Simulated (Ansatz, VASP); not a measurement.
# Si (liquid Si at 1770 K): VASP beside Ansatz, part 2 of 2

Wanted: the spread between two codes on one cell, functional and k mesh. The cell is taken from a series of runs on this material, whose earlier steps may have relaxed, scaled, displaced or heated it; both programs get it as it stands.

VASP 6.6.1 and Ansatz 0.2.0.

So far. Step 3 (VASP: single point, PBE, pair 1): The run ends at a pressure of -0.42 GPa, with forces up to 3.4 eV/Å.

## (5) VASP: single point, PBE, pair 2 (continued)

Level of this step: PBE; plane waves and PAW (Si) (VASP).

Numbers of over 12 decimals in the logs are rounded to 6 here.

OUTCAR, selected parts (step 5):

```text
  Total      -11.2528836    -15.5011961    -19.1825959      6.4340508      2.5801982      0.2484565
  in kB       -8.6394043    -11.9010473    -14.7274430      4.9397442      1.9809479      0.1907526
  external PRESSURE =     -11.7559649 kB  Pullay stress =       0.0000000 kB

 POSITION                                       TOTAL-FORCE (eV/Angst)
 -----------------------------------------------------------------------------------
      6.26452      6.23449      6.87037        -0.236172     -0.329250     -0.250524
      3.98551      8.73981      1.42409        -0.053881      0.539485     -0.614316
      4.37106     11.08744      4.17068         0.733143     -0.511648      0.008226
[...]
11.21626      3.62067      8.03735         0.092560     -0.186587     -0.335598
      7.25975      9.53083      8.17485        -0.568008      0.932720      0.194791
      1.24697      3.91204     11.88524         0.083749     -0.202242      0.161025
      9.30643      2.59912      4.64466        -0.624066     -0.042810     -0.073092
     10.30920     11.55592      3.94232        -0.047754     -0.655575     -0.109343
      1.61130      0.03616      4.58971        -0.346251      0.426057     -0.103279
      2.70519      7.18512      0.12153         0.842190      0.307957     -0.207472
      7.17630     10.73602     12.30234        -0.253889      1.243612     -0.865930
     10.34013     12.40521      7.72772         1.019601     -1.093727     -0.964661
      7.33834      4.81359      4.67673        -0.299628     -0.870220      0.762833
[...]
-----------------------------------------------------------------------------------
    total drift:                               -0.009281      0.018323      0.002524

  FREE ENERGIE OF THE ION-ELECTRON SYSTEM (eV)
  ---------------------------------------------------
  free  energy   TOTEN  =      -577.6531135519 eV

  energy  without entropy=     -577.6169222065  energy(sigma->0) =     -577.63501788

[... 1 part as in an earlier step ...]

[... 2 further parts left out ...]
[key lines of the parts left out:]
E-fermi :   7.0948
```

The run ends at a pressure of -1.18 GPa, with forces up to 1.8 eV/Å.

## (6) Ansatz: single point, PBE, pair 2

The same cell, functional, mesh and smearing now go to Ansatz, which takes its cutoff from its data sets.

The cell is taken from a series of runs on this material, whose earlier steps may have relaxed, scaled, displaced or heated it; both programs get it as it stands.

File input.yaml:

```yaml
crystal:
  lattice:
    - [12.779, 0.0, 0.0]
    - [0.0, 12.779, 0.0]
    - [0.0, 0.0, 12.779]
  atoms:
    - { symbol: Si, position: [0.49022, 0.48787, 0.53763] }
    - { symbol: Si, position: [0.31188, 0.68392, 0.11144] }
    - { symbol: Si, position: [0.34205, 0.86763, 0.32637] }
    - { symbol: Si, position: [0.11963, 0.3647, 0.6109] }
    - { symbol: Si, position: [0.7706, 0.41013, 0.53275] }
    - { symbol: Si, position: [0.64233, 0.51956, 0.28041] }
    - { symbol: Si, position: [0.09173, 0.75035, 0.70152] }
    - { symbol: Si, position: [0.31855, 0.3869, 0.81273] }
    - { symbol: Si, position: [0.01558, 0.9946, 0.20117] }
    - { symbol: Si, position: [0.11225, 0.69842, 0.32695] }
    - { symbol: Si, position: [0.34765, 0.24115, 0.6974] }
    - { symbol: Si, position: [0.79186, 0.91623, 0.0394] }
    - { symbol: Si, position: [0.53461, 0.23123, 0.71904] }
    - { symbol: Si, position: [0.30575, 0.26743, 0.4269] }
    - { symbol: Si, position: [0.49404, 0.36809, 0.86405] }
    - { symbol: Si, position: [0.58046, 0.93758, 0.38422] }
    - { symbol: Si, position: [0.79485, 0.57335, 0.60327] }
    - { symbol: Si, position: [0.18577, 0.79731, 0.89983] }
    - { symbol: Si, position: [0.46345, 0.63728, 0.8295] }
    - { symbol: Si, position: [0.22717, 0.62322, 0.83425] }
    - { symbol: Si, position: [0.92135, 0.6183, 0.89963] }
    - { symbol: Si, position: [0.1774, 0.53943, 0.37415] }
    - { symbol: Si, position: [0.43577, 0.16086, 0.87102] }
    - { symbol: Si, position: [0.78963, 0.63243, 0.21246] }
    - { symbol: Si, position: [0.22079, 0.44935, 0.21511] }
    - { symbol: Si, position: [0.03044, 0.57904, 0.75316] }
    - { symbol: Si, position: [0.19263, 0.18465, 0.60848] }
    - { symbol: Si, position: [0.69725, 0.70545, 0.51937] }
    - { symbol: Si, position: [0.64931, 0.83396, 0.22877] }
    - { symbol: Si, position: [0.93275, 0.10742, 0.60054] }
[... 79 atom lines left out ...]
    - { symbol: Si, position: [0.98524, 0.66907, 0.19611] }
    - { symbol: Si, position: [0.3431, 0.54624, 0.71097] }
    - { symbol: Si, position: [0.48014, 0.8961, 0.18628] }
    - { symbol: Si, position: [0.24677, 0.19344, 0.96877] }
    - { symbol: Si, position: [0.35542, 0.80074, 0.76676] }
    - { symbol: Si, position: [0.71345, 0.31082, 0.76087] }
kpoints:
  mp_grid: { grid: [1, 1, 1] }
hamiltonian:
  xc: pbe
scf:
  occupations: { method: fermi_dirac, width: 0.025 }
output:
  forces: true
  stress: true
  populations: intrinsic
  dos:
    method: { smearing: { sigma: 0.15 } }
    de: 0.1
    projected: { site_lists: { Si: [Si] } }
  eigenvalues: true
  write_density: true
  write_potential: true
  volumetric_format: npy
```

The run is started by

```console
> ansatz run input.yaml --threads 4 --pin off --max-ram 8192MiB --backend cpu --events-out ev --progress --plain --runs-dir out
```

The program printed:

```text
[...]
Crystal: 115 atoms, lattice volume = 2086.847 Å³
Basis set: ecut = 420 eV, 40651 PW (Γ), exchange–correlation on 180×180×180 points (8 copies of the dense FFT grid, shifted against one another)
Bands: 345, of which v1, the nominal top of the filled ones, is band 230 counted from 1 (229 counted from 0)
Symmetry: 1 space group operations
[...]
k-points: 1
[...]
--- intrinsic populations: 115 sites ---
  site symbol       q [e]
     0     Si      4.0379
     1     Si      3.9948
     2     Si      4.0172
     3     Si      3.9884
     4     Si      3.9594
     5     Si      4.0049
     6     Si      3.9190
     7     Si      4.0307
[...]
111     Si      3.9897
   112     Si      3.9843
   113     Si      3.9833
   114     Si      3.9487
  spilling = 0.000000 (of n_electrons = 460.000000)
[key lines of the parts left out:]
SCF converged after 9 iterations
Free energy (F): -73072.106704 eV
Fermi energy:    7.539313 eV
P = ⅓ Tr σ = -1.1052 GPa (-11.052 kbar)
```

## (7) Differences

What differs besides the data sets and the points named for the pairs above, as far as they apply: the cutoff is 420 eV in Ansatz and 500 eV in VASP (PREC = Accurate, projectors in real space). Total energies have different zeros and are not compared.

Compared:

```
              quantity  Ansatz   VASP  difference
        pressure (GPa)   -1.11  -1.18       +0.07
gap on the k mesh (eV)   0.111  0.111       0.000
```

Forces on 10 of the 115 atoms, those with the largest forces and the largest differences (eV/Å; atoms numbered as in POSCAR):

```
atom          Ansatz x, y, z            VASP x, y, z
Si12     0.333, 0.059, 0.205     0.335, 0.049, 0.209
Si33    -0.347, 1.037, 0.829    -0.344, 1.031, 0.823
Si36  -0.597, -0.330, -0.547  -0.592, -0.328, -0.538
Si52   -0.385, -0.388, 1.135   -0.380, -0.390, 1.128
Si71   -0.255, 1.248, -0.865   -0.254, 1.244, -0.866
Si72   1.020, -1.093, -0.964   1.020, -1.094, -0.965
Si88     0.943, 0.133, 0.282     0.944, 0.125, 0.274
Si90     0.933, 0.485, 1.022     0.934, 0.484, 1.015
Si91   -0.272, -1.081, 0.622   -0.273, -1.080, 0.622
Si99   0.997, -0.559, -0.851   0.996, -0.559, -0.847
```

The forces differ by 3.4 meV/Å r.m.s., which is 0.8 % of the r.m.s. force of 0.449 eV/Å (both taken over all components). A gap on the mesh is an upper bound, since the band edges may lie between its points.

## (8) What came out

```yaml
r_m_s_force_difference_single_point_pbe_pair_1: 0.50 % of the r.m.s. force
r_m_s_force_difference_single_point_pbe_pair_2: 0.77 % of the r.m.s. force
```

What this shows: The r.m.s. force difference is 0.77 % of the r.m.s. force (single point, PBE, pair 2), within the 3 % picked in this series as the mark of a large difference. How closely two codes agree says nothing of how well the functional describes the real material.

[Lines on the potential files, build, host, timing and source positions are cut from VASP's logs without a mark.]

[Logs are printed without paths, hosts, clocks, repeated set-up lines and the standing remarks that a program may print on its own settings, such as how far it seeks lower states.]

[Hosts, paths, dates, database ids (printed as entryN), source tags and the programs' standing remarks are cut or masked in the printed files.]
